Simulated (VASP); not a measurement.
A run of VASP 6.6.1 is set up as follows.

INCAR

```
ALGO = Normal
EDIFF = 1E-6
ENCUT = 520
GGA = PE
ISIF = 2
ISMEAR = 1
ISPIN = 2
LASPH = True
LCHARG = True
LMAXMIX = 4
LORBIT = 11
LREAL = False
LVHAR = True
LWAVE = False
MAGMOM = 0.7
NELM = 120
PREC = Accurate
SIGMA = 0.1
```

KPOINTS

```
k-points
0
Gamma
  20 20 20
```

POSCAR

```
Ni                                      
1.0
   -0.0000000000      1.7587652230      1.7587652230
    1.7587652230      0.0000000000      1.7587652230
    1.7587652230      1.7587652230      0.0000000000
  Ni            
     1
Direct
     0.0000000000000000    0.0000000000000000    0.0000000000000000
```

Potentials or basis: VASP PAW PBE potentials, release 64 (Ni).

Launch:

```bash
$ cat potpaw_PBE.64/Ni/POTCAR > POTCAR
$ mpirun -np 1 vasp_std > vasp.out
```

Problem. What does it give for the pressure?

Solution. 0.0 GPa.

Problem. Predict the band gap on the k mesh.

Solution. None (metal or under the smearing width).

Problem. Estimate the site moments.

Solution. Ni +0.64 μB.
